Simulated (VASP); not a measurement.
Method: PBEsol GGA, VASP's PBE PAW potentials (set 64) (plane waves; VASP 6.6.1).

The input files of a VASP run:

POSCAR:
```
SiC
1
    0.0000000000     2.1010836483     2.1010836483
    2.1010836483    -0.0000000000     2.1010836483
    2.1010836483     2.1010836483     0.0000000000
Si C
1 1
Direct
  0.0000000000   0.0000000000   0.0000000000
  0.2500000000   0.2500000000   0.2500000000
```

KPOINTS:
```
Automatic mesh
0
Gamma
11 11 11
0 0 0
```

**INCAR**
```
# general
SYSTEM =SiC
PREC   =Accurate
ENCUT  =620
LREAL  =.FALSE.
LASPH  =.TRUE.

# electronic loop
EDIFF  =1E-6
NELM   =100
ALGO   =Normal

# smearing
ISMEAR =0
SIGMA  =0.05

# functional
GGA    =PS

# ions
IBRION =2
NSW    =40
ISIF   =3
EDIFFG =-0.02
PSTRESS=300

# output
LWAVE  =.FALSE.
LCHARG =.FALSE.
```

POTCAR, in this order: Si C (PBE.64 set). Program: vasp_std.

Output

### OUTCAR
```
 ion  position               nearest neighbor table
   1  0.000  0.000  0.000-   2 1.82   2 1.82   2 1.82   2 1.82
   2  0.250  0.250  0.250-   1 1.82   1 1.82   1 1.82   1 1.82
  LATTYP: Found a face centered cubic cell.
 ALAT       =     4.2021672966
 Subroutine PRICEL returns:
 Original cell was already a primitive cell.
 Subroutine GETGRP returns: Found 24 space group operations
The static configuration has the point symmetry T_d .
The dynamic configuration has the point symmetry T_d .
 Subroutine INISYM returns: Found 24 space group operations
 Subroutine IBZKPT returns following result:
 Found     56 irreducible k-points:

 Following reciprocal coordinates:
            Coordinates               Weight
  0.000000  0.000000  0.000000      1.000000
  0.090909  0.000000  0.000000      8.000000
  0.181818  0.000000  0.000000      8.000000
  0.272727  0.000000  0.000000      8.000000
  0.363636  0.000000  0.000000      8.000000
  0.454545  0.000000  0.000000      8.000000
  0.090909  0.090909  0.000000      6.000000
  0.181818  0.090909  0.000000     24.000000
  0.272727  0.090909  0.000000     24.000000
  0.363636  0.090909  0.000000     24.000000
  0.454545  0.090909  0.000000     24.000000
 -0.454545  0.090909  0.000000     24.000000
 -0.363636  0.090909  0.000000     24.000000
 -0.272727  0.090909  0.000000     24.000000
 -0.181818  0.090909  0.000000     24.000000
 -0.090909  0.090909  0.000000     12.000000
  0.181818  0.181818  0.000000      6.000000
  0.272727  0.181818  0.000000     24.000000
  0.363636  0.181818  0.000000     24.000000
  0.454545  0.181818  0.000000     24.000000
 -0.454545  0.181818  0.000000     24.000000
 -0.363636  0.181818  0.000000     24.000000
 -0.272727  0.181818  0.000000     24.000000
 -0.181818  0.181818  0.000000     12.000000
  0.272727  0.272727  0.000000      6.000000
  0.363636  0.272727  0.000000     24.000000
  0.454545  0.272727  0.000000     24.000000
 -0.454545  0.272727  0.000000     24.000000
 -0.363636  0.272727  0.000000     24.000000
 -0.272727  0.272727  0.000000     12.000000
  0.363636  0.363636  0.000000      6.000000
  0.454545  0.363636  0.000000     24.000000
 -0.454545  0.363636  0.000000     24.000000
 -0.363636  0.363636  0.000000     12.000000
  0.454545  0.454545  0.000000      6.000000
 -0.454545  0.454545  0.000000     12.000000
  0.272727  0.181818  0.090909     24.000000
  0.363636  0.181818  0.090909     48.000000
  0.454545  0.181818  0.090909     48.000000
 -0.454545  0.181818  0.090909     48.000000
   k-points           NKPTS =     56   k-points in BZ     NKDIM =     56   number of bands    NBANDS=      8
   number of dos      NEDOS =    301   number of ions     NIONS =      2
   total plane-waves  NPLWV =  13824
   dimension x,y,z NGX =    24 NGY =   24 NGZ =   24
   dimension x,y,z NGXF=    48 NGYF=   48 NGZF=   48
   ions per type =               1   1
   PREC   = accura    normal or accurate (medium, high low for compatibility)
   ISTART =      0    job   : 0-new  1-cont  2-samecut
   ICHARG =      2    charge: 1-file 2-atom 10-const
   ISPIN  =      1    spin polarized calculation?
   LNONCOLLINEAR =      F non collinear calculations
   LSORBIT =      F    spin-orbit coupling
   INIWAV =      1    electr: 0-lowe 1-rand  2-diag
   ENCUT  =  620.0 eV  45.57 Ry    6.75 a.u.   6.03  6.03  6.03*2*pi/ulx,y,z
   NELM   =    100;   NELMIN=  2; NELMDL= -5     # of ELM steps
   EDIFF  = 0.1E-05   stopping-criterion for ELM
   LREAL  =      F    real-space projection
   NLSPLINE    = F    spline interpolate recip. space projectors
   LMAXMIX     =    2 max onsite mixed and CHGCAR
...
```

OSZICAR:
```
       N       E                     dE             d eps       ncg     rms          rms(c)
DAV:   1     0.617163614439E+01    0.61716E+01   -0.46949E+03   928   0.985E+02
DAV:   2    -0.174622520235E+02   -0.23634E+02   -0.22092E+02  1248   0.119E+02
DAV:   3    -0.178584387481E+02   -0.39619E+00   -0.39619E+00  1112   0.185E+01
DAV:   4    -0.178593641376E+02   -0.92539E-03   -0.92539E-03  1352   0.948E-01
DAV:   5    -0.178593645160E+02   -0.37843E-06   -0.37843E-06  1120   0.177E-02    0.100E+01
DAV:   6    -0.158544434453E+02    0.20049E+01   -0.74204E+00   984   0.161E+01    0.453E+00
DAV:   7    -0.157462206630E+02    0.10822E+00   -0.50340E-01  1352   0.484E+00    0.197E+00
DAV:   8    -0.157314643614E+02    0.14756E-01   -0.21227E-02   944   0.128E+00    0.150E-01
DAV:   9    -0.157314670571E+02   -0.26957E-05   -0.61191E-04  1448   0.213E-01    0.104E-01
DAV:  10    -0.157314977403E+02   -0.30683E-04   -0.61465E-05  1064   0.667E-02    0.217E-02
DAV:  11    -0.157314978582E+02   -0.11788E-06   -0.60747E-06  1264   0.167E-02
   1 F= -.12257971E+02 E0= -.12257971E+02  d E =-.122580E+02
```

File OUTCAR:
```
------------------------ aborting loop because EDIFF is reached ----------------------------------------
  FORCE on cell =-STRESS in cart. coord.  units (eV):
  Direction    XX          YY          ZZ          XY          YZ          ZX
  --------------------------------------------------------------------------------------
  Total        3.4579379      3.4579379      3.4579379      0.0000000      0.0000000      0.0000000
  in kB      298.6535935    298.6535935    298.6535935      0.0000000      0.0000000      0.0000000
  external PRESSURE =      -1.3464065 kB  Pullay stress =     300.0000000 kB
  volume of cell :       18.55
      direct lattice vectors                 reciprocal lattice vectors
     0.000000000  2.101083648  2.101083648    -0.237972439  0.237972439  0.237972439
     2.101083648  0.000000000  2.101083648     0.237972439 -0.237972439  0.237972439
     2.101083648  2.101083648  0.000000000     0.237972439  0.237972439 -0.237972439
  FREE ENERGIE OF THE ION-ELECTRON SYSTEM (eV)
  ---------------------------------------------------
  free  energy   TOTEN  =       -15.7314978582 eV

  energy  without entropy=      -15.7314978582  energy(sigma->0) =      -15.73149786
  enthalpy is  TOTEN    =       -12.2579707176 eV   P V=        3.4735271406

 reached required accuracy - stopping structural energy minimisation
```
(Selected blocks of OUTCAR.)

The structure was generated: SiC was put into the zinc blende type (F-43m), which need not be its known phase. It was relaxed first under an external pressure of 30 GPa.
